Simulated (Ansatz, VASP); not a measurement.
## AlNi: VASP beside Ansatz

One calculation is typed for both programs; each brings its own data sets. How far apart do they land? The cell is taken from a series of runs on this material, whose earlier steps may have relaxed, scaled, displaced or heated it; both programs get it as it stands.

Calculated with Ansatz 0.2.0; plane waves, with VASP 6.6.1 beside it; zone-centre phonons at LDA.

### Step 1. The structure

The structure is tetragonal, space group P4/mmm (No. 123). The conventional cell has a = 2.945 Å, b = 2.945 Å, c = 2.710 Å, α = 90.00°, β = 90.00°, γ = 90.00°. Al has 8 Ni at 2.48 Å and 2 Al at 2.71 Å nearest. Ni has 8 Al at 2.48 Å and 2 Ni at 2.71 Å nearest. Farther neighbours are not listed.

### Step 2. VASP: zone-centre phonons, LDA

Second derivatives magnify differences that forces hide, and they need a tight electronic threshold.

Lines of VASP's logs that name or quote its potential files are left out, and so is its time.

File INCAR:

```
SYSTEM = AlNi
PREC = Accurate
ENCUT = 600
EDIFF = 1E-08
NELM = 120
ISMEAR = 1
SIGMA = 0.2
LREAL = .FALSE.
ALGO = Normal
GGA = PW92
NBANDS = 12
LASPH = .TRUE.
LORBIT = 11
LWAVE = .FALSE.
LCHARG = .FALSE.
ISIF = 2
IBRION = 8
GGA_COMPAT = .FALSE.
KPAR = 2
```

File POSCAR:

```
AlNi
1.0
    2.9451932857      0.0000000000      0.0000000000
    0.0000000000      2.9451932857      0.0000000000
    0.0000000000      0.0000000000      2.7100617068
Al Ni
1 1
Direct
    0.0000000000      0.0000000000      0.0000000000
    0.5000000000      0.5000000000      0.5000000000
```

File KPOINTS:

```
Automatic mesh
0
Gamma
16 16 16
0 0 0
```

The projector-augmented-wave data sets are Al and Ni (LDA family, release 64).

Launch:

```console
> mpirun -np 2 vasp_std
```

Numbers of over 12 decimals in the logs are rounded to 6 here.

Output:

```text
[banner, memory and clock lines left out]
running    2 mpi-ranks, on    1 nodes
 distrk:  each k-point on    1 cores,    2 groups
 distr:  one band on    1 cores,    1 groups

 POSCAR found type information on POSCAR AlNi
 POSCAR found :  2 types and       2 ions
|                                                                             |
|               ----> ADVICE to this user running VASP <----                  |
|                                                                             |
|     You enforced a specific xc type in the INCAR file but a different       |
|     [... a line on the potential file left out ...]
|     I HOPE YOU KNOW WHAT YOU ARE DOING!                                     |
|                                                                             |

 LDA part: xc-table for (Slater(with rela. corr.)+PW92), standard interpolation
 POSCAR, INCAR and KPOINTS ok, starting setup
 FFT: planning ... GRIDC
 FFT: planning ... GRID_SOFT
 FFT: planning ... GRID
 WAVECAR not read
 entering main loop
       N       E                     dE             d eps       ncg     rms          rms(c)
DAV:   1     0.434187376558E+02    0.43419E+02   -0.62112E+03  9820   0.129E+03
DAV:   2    -0.117609941166E+02   -0.55180E+02   -0.51000E+02  9920   0.208E+02
DAV:   3    -0.135475640079E+02   -0.17866E+01   -0.17633E+01 11768   0.436E+01
DAV:   4    -0.135719741404E+02   -0.24410E-01   -0.24401E-01 10916   0.458E+00
DAV:   5    -0.135725994314E+02   -0.62529E-03   -0.62528E-03 11692   0.816E-01    0.120E+01
DAV:   6    -0.153792139742E+02   -0.18066E+01   -0.46912E+01 10820   0.111E+02    0.153E+01
DAV:   7    -0.121750421033E+02    0.32042E+01   -0.14173E+01 10976   0.668E+01    0.105E+00
DAV:   8    -0.121579149844E+02    0.17127E-01   -0.33050E-01 11852   0.670E+00    0.101E+00
DAV:   9    -0.121422382656E+02    0.15677E-01   -0.47854E-02 11788   0.322E+00    0.176E-01
DAV:  10    -0.121418450364E+02    0.39323E-03   -0.11002E-03 12332   0.485E-01    0.863E-02
DAV:  11    -0.121418342553E+02    0.10781E-04   -0.46561E-05 12536   0.832E-02    0.207E-02
DAV:  12    -0.121418333718E+02    0.88348E-06   -0.36711E-06 13308   0.290E-02    0.572E-03
DAV:  13    -0.121418331470E+02    0.22485E-06   -0.84225E-07 13304   0.112E-02    0.124E-03
DAV:  14    -0.121418331510E+02   -0.39677E-08   -0.29042E-08  9444   0.171E-03
   1 F= -.12141833E+02 E0= -.12141968E+02  d E =0.403441E-03
 Linear response reoptimize wavefunctions to high precision
DAV:   1    -0.121418331502E+02    0.76579E-09   -0.36395E-09  8232   0.962E-04
DAV:   2    -0.121418331502E+02   -0.20236E-10   -0.13537E-10  5552   0.124E-04
 Linear response DOF=           4
 Linear response progress:
  Degree of freedom:   1/  4
       N       E                     dE             d eps       ncg     rms          rms(c)
RMM:   1    -0.628454115171E-02   -0.62845E-02    0.53354E-03 38735   0.694E-01
RMM:   2    -0.593003173752E-02    0.35451E-03    0.13734E-04 25624   0.263E-01    0.639E-02
RMM:   3    -0.592693830012E-02    0.30934E-05   -0.14450E-04 28482   0.965E-02    0.306E-02
RMM:   4    -0.599400982405E-02   -0.67072E-04   -0.48873E-05 28254   0.542E-02    0.634E-03
RMM:   5    -0.599789734193E-02   -0.38875E-05   -0.34691E-06 28972   0.128E-02    0.173E-03
RMM:   6    -0.599667434519E-02    0.12230E-05   -0.14982E-07 28513   0.315E-03    0.856E-04
RMM:   7    -0.599667665806E-02   -0.23129E-08   -0.20784E-08 26969   0.145E-03    0.647E-04
 first order change of Fermi-energy   0.38353E-03
 force on displaced ion       1 direction 1 :  -5.531   0.000   0.000
 Linear response progress:
  Degree of freedom:   2/  4
       N       E                     dE             d eps       ncg     rms          rms(c)
RMM:   1    -0.476833300607E-02   -0.47683E-02   -0.30268E-04 21121   0.549E-01
RMM:   2    -0.456958262836E-02    0.19875E-03   -0.11396E-04 14498   0.189E-01    0.502E-02
RMM:   3    -0.456537135440E-02    0.42113E-05   -0.62410E-05 15772   0.641E-02    0.266E-02
RMM:   4    -0.461786830706E-02   -0.52497E-04   -0.28534E-05 15658   0.411E-02    0.503E-03
RMM:   5    -0.462037877057E-02   -0.25105E-05   -0.17042E-06 16202   0.953E-03    0.193E-03
RMM:   6    -0.462043740013E-02   -0.58630E-07   -0.11476E-07 14460   0.428E-03    0.125E-03
RMM:   7    -0.462043794553E-02   -0.54541E-09   -0.28010E-08 14335   0.247E-03    0.385E-04
 first order change of Fermi-energy  -0.21476E-03
 force on displaced ion       1 direction 3 :  -0.000  -0.000  -5.472
 Linear response progress:
  Degree of freedom:   3/  4
       N       E                     dE             d eps       ncg     rms          rms(c)
RMM:   1    -0.189216821084E+00   -0.18922E+00   -0.10275E-01 25854   0.270E+00
RMM:   2    -0.187524731279E+00    0.16921E-02   -0.17693E-03 25738   0.528E-01    0.132E-01
RMM:   3    -0.187564430362E+00   -0.39699E-04   -0.15302E-04 27837   0.104E-01    0.776E-02
RMM:   4    -0.187986030190E+00   -0.42160E-03   -0.15970E-04 29913   0.967E-02    0.582E-03
RMM:   5    -0.187973387377E+00    0.12643E-04   -0.36421E-06 30406   0.192E-02    0.313E-03
RMM:   6    -0.187969977313E+00    0.34101E-05   -0.25166E-07 27782   0.615E-03    0.223E-03
RMM:   7    -0.187964516560E+00    0.54608E-05   -0.11187E-07 28959   0.406E-03    0.513E-04
RMM:   8    -0.187960641870E+00    0.38747E-05   -0.12809E-08 31507   0.964E-04    0.128E-04
RMM:   9    -0.187960182556E+00    0.45931E-06   -0.18026E-09 31321   0.273E-04    0.327E-05
RMM:  10    -0.187959895412E+00    0.28714E-06   -0.65069E-10 32317   0.754E-05    0.722E-06
RMM:  11    -0.187959894419E+00    0.99317E-09   -0.67607E-10 32265   0.316E-05    0.180E-06
 first order change of Fermi-energy   0.46998E-03
 force on displaced ion       2 direction 1 :  -5.546   0.000   0.000
 Linear response progress:
  Degree of freedom:   4/  4
       N       E                     dE             d eps       ncg     rms          rms(c)
RMM:   1    -0.185224396903E+00   -0.18522E+00   -0.96830E-02 14411   0.269E+00
RMM:   2    -0.184269197120E+00    0.95520E-03   -0.17792E-03 14379   0.498E-01    0.121E-01
RMM:   3    -0.184192106097E+00    0.77091E-04   -0.13399E-04 15398   0.101E-01    0.722E-02
RMM:   4    -0.184471513576E+00   -0.27941E-03   -0.19328E-04 16446   0.110E-01    0.658E-03
RMM:   5    -0.184464963689E+00    0.65499E-05   -0.38948E-06 16703   0.214E-02    0.459E-03
RMM:   6    -0.184457787204E+00    0.71765E-05   -0.15841E-07 15228   0.499E-03    0.309E-03
RMM:   7    -0.184450055819E+00    0.77314E-05   -0.75541E-08 14615   0.325E-03    0.439E-04
RMM:   8    -0.184447134365E+00    0.29215E-05   -0.19602E-08 17392   0.113E-03    0.175E-04
RMM:   9    -0.184446518940E+00    0.61542E-06   -0.58753E-09 16859   0.563E-04    0.766E-05
RMM:  10    -0.184446518606E+00    0.33437E-09   -0.80266E-10 17034   0.204E-04    0.190E-05
 first order change of Fermi-energy   0.25893E-02
 force on displaced ion       2 direction 3 :   0.000  -0.000  -5.506
 Linear response finished
```

OUTCAR, selected parts (step 2):

```text
ion  position               nearest neighbor table
   1  0.000  0.000  0.000-   2 2.48   2 2.48   2 2.48   2 2.48   2 2.48   2 2.48   2 2.48   2 2.48

  LATTYP: Found a simple tetragonal cell.
 ALAT       =     2.9451932857
 C/A-ratio  =     0.9201642962

 Subroutine GETGRP returns: Found 16 space group operations
 (whereof 16 operations were pure point group operations)

The static configuration has the point symmetry D_4h.

 Found    405 irreducible k-points:

   k-points           NKPTS =    405   k-points in BZ     NKDIM =    405   number of bands    NBANDS=     12

   dimension x,y,z NGX =    24 NGY =   24 NGZ =   24
   dimension x,y,z NGXF=    48 NGYF=   48 NGZF=   48

   ENCUT  =  600.0 eV  44.10 Ry    6.64 a.u.   5.88  5.88  5.41*2*pi/ulx,y,z

   NELECT =      13.0000    total number of electrons

 k-points in reciprocal lattice and weights: Automatic mesh
   0.00000000  0.00000000  0.00000000       0.000
   0.06250000  0.00000000  0.00000000       0.001
   0.12500000  0.00000000  0.00000000       0.001
   0.18750000  0.00000000  0.00000000       0.001
   0.25000000  0.00000000  0.00000000       0.001
   0.31250000  0.00000000  0.00000000       0.001
   0.37500000  0.00000000  0.00000000       0.001
   0.43750000  0.00000000  0.00000000       0.001
   0.50000000  0.00000000  0.00000000       0.000
[...]
0.50000000  0.43750000  0.50000000       0.001
   0.50000000  0.50000000  0.50000000       0.000

 average (electrostatic) potential at core
       1 -68.1709       2 -81.3413

  Total       -1.1800192     -1.1800192      0.0397347      0.0000000      0.0000000      0.0000000
  in kB      -80.4253327    -80.4253327      2.7081576      0.0000000      0.0000000      0.0000000
  external PRESSURE =     -52.7141693 kB  Pullay stress =       0.0000000 kB

  energy-cutoff  :      600.00
  volume of cell :       23.51
      direct lattice vectors                 reciprocal lattice vectors
     2.945193286  0.000000000  0.000000000     0.339536289  0.000000000  0.000000000
     0.000000000  2.945193286  0.000000000     0.000000000  0.339536289  0.000000000
     0.000000000  0.000000000  2.710061707     0.000000000  0.000000000  0.368995288

 POSITION                                       TOTAL-FORCE (eV/Angst)
 -----------------------------------------------------------------------------------
      0.00000      0.00000      0.00000         0.000000      0.000000      0.000000
      1.47260      1.47260      1.35503         0.000000      0.000000      0.000000
 -----------------------------------------------------------------------------------
    total drift:                                0.000000     -0.000000     -0.000000

 Eigenvectors and eigenvalues of the dynamical matrix
 ----------------------------------------------------

   1 f  =    8.555716 THz    53.757150 2PiTHz  285.387969 cm-1    35.383583 meV
             X         Y         Z           dx          dy          dz
      0.000000  0.000000  0.000000     0.827336   -0.000000    0.000000
      1.472597  1.472597  1.355031    -0.561707    0.000000    0.000000

   2 f  =    8.555716 THz    53.757150 2PiTHz  285.387969 cm-1    35.383583 meV
             X         Y         Z           dx          dy          dz
      0.000000  0.000000  0.000000     0.000000    0.827336    0.000000
      1.472597  1.472597  1.355031    -0.000000   -0.561707    0.000000

   3 f  =    8.514473 THz    53.498009 2PiTHz  284.012236 cm-1    35.213013 meV
             X         Y         Z           dx          dy          dz
      0.000000  0.000000  0.000000    -0.000000    0.000000    0.826864
      1.472597  1.472597  1.355031     0.000000    0.000000   -0.562401

   4 f/i=    0.005321 THz     0.033431 2PiTHz    0.177479 cm-1     0.022005 meV
             X         Y         Z           dx          dy          dz
      0.000000  0.000000  0.000000     0.339674    0.447367    0.000000
      1.472597  1.472597  1.355031     0.500303    0.658924    0.000000

   5 f/i=    0.005321 THz     0.033431 2PiTHz    0.177479 cm-1     0.022005 meV
             X         Y         Z           dx          dy          dz
      0.000000  0.000000  0.000000    -0.447367    0.339674   -0.000000
      1.472597  1.472597  1.355031    -0.658924    0.500303    0.000000

   6 f/i=    0.012439 THz     0.078159 2PiTHz    0.414936 cm-1     0.051445 meV
             X         Y         Z           dx          dy          dz
      0.000000  0.000000  0.000000     0.000000    0.000000   -0.562401
      1.472597  1.472597  1.355031    -0.000000    0.000000   -0.826864

 ELASTIC MODULI CONTR FROM IONIC RELAXATION (kBar)
 Direction    XX          YY          ZZ          XY          YZ          ZX
 --------------------------------------------------------------------------------
 XX           0.0000      0.0000      0.0000      0.0000      0.0000      0.0000
 YY           0.0000      0.0000      0.0000      0.0000      0.0000      0.0000
 ZZ           0.0000      0.0000      0.0000      0.0000      0.0000      0.0000
 XY           0.0000      0.0000      0.0000      0.0000      0.0000      0.0000
 YZ           0.0000      0.0000      0.0000      0.0000      0.0000      0.0000
 ZX           0.0000      0.0000      0.0000      0.0000      0.0000      0.0000
 --------------------------------------------------------------------------------
```

(Part 1 of 2 ends here.)

[Lines on the potential files, build, host, timing and source positions are cut from VASP's logs without a mark.]

[Logs are printed without paths, hosts, clocks, repeated set-up lines and the standing remarks that a program may print on its own settings, such as how far it seeks lower states.]

[Hosts, paths, dates, database ids (printed as entryN), source tags and the programs' standing remarks are cut or masked in the printed files.]
